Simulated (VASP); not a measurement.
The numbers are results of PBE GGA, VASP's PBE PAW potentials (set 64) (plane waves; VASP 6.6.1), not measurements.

A VASP calculation is set up with these files.

INCAR:
```
! general
SYSTEM   =  TmN
PREC     =  Accurate
ENCUT    =  520
LREAL    =  .FALSE.
LASPH    =  .TRUE.

! electronic loop
EDIFF    =  1E-6
NELM     =  100
ALGO     =  Normal
IMIX     =  4
AMIX     =  0.6
BMIX     =  0.0001
LMAXMIX  =  6

! smearing
ISMEAR   =  0
SIGMA    =  0.05

! functional
GGA      =  PE

! ions
ISIF     =  2

! output
LWAVE    =  .FALSE.
LCHARG   =  .FALSE.
```

**KPOINTS**
```
Automatic mesh
0
Gamma
8 8 8
0 0 0
```

**POSCAR**
```
TmN
1
    2.8500000000     0.0000000000     0.0000000000
    0.0000000000     2.8500000000     0.0000000000
    0.0000000000     0.0000000000     2.8500000000
Tm N
1 1
Direct
  0.0000000000   0.0000000000   0.0000000000
  0.5000000000   0.5000000000   0.5000000000
```

POTCAR, in this order: Tm_3 N (PBE.64 set). Program: vasp_std.

Problem. What will the output report for the number of irreducible k-points (NKPTS), number of bands (NBANDS), largest plane-wave count, number of space-group operations, FFT grid (NGX, NGY, NGZ)?

Solution. 
- number of irreducible k-points (NKPTS): 35
- number of bands (NBANDS): 11
- largest plane-wave count: 647
- number of space-group operations: 48
- FFT grid (NGX, NGY, NGZ): 24 × 24 × 24

The structure was generated: TmN was put into the CsCl type (Pm-3m), which need not be its known phase. The cell was not relaxed at this level. The run is one of a series of settings (AMIX = 0.6, BMIX = 0.0001, IMIX = 4 against the base run), some of them coarse on purpose. The 4f electrons are frozen in the core of the lanthanide potential, so 4f levels, which can set the real gap, and their magnetism are missing.
